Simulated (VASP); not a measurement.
Data:

```
CaS
1.0
    0.00000     2.79851     2.79851
    2.79851     0.00000     2.79851
    2.79851     2.79851     0.00000
Ca S
1 1
Direct
  0.00000   0.00000   0.00000
  0.50000   0.50000   0.50000
```

Computed with vdW-DF-cx, VASP's PBE PAW potentials (set 64) (plane waves; VASP 6.6.1). Settings: 520 eV cut-off, 8×8×8 Γ-centred mesh, Gaussian smearing of 0.050 eV, potentials Ca_sv S.

Task: The job: CaS (rock salt), 2 atoms, vdW-DF-cx, static run, 520 eV, 8×8×8 Γ-centred mesh. Roughly how much core time does it take on a busy server core?

Result: About 50 core-seconds (one run on a shared machine, a rough figure). It had 29 irreducible k-points, 12 bands, up to 1243 plane waves and 13 electronic steps.

The compound is CaS in the rock salt structure. This cell is one point of a volume scan, at 0.97 of the reference volume.
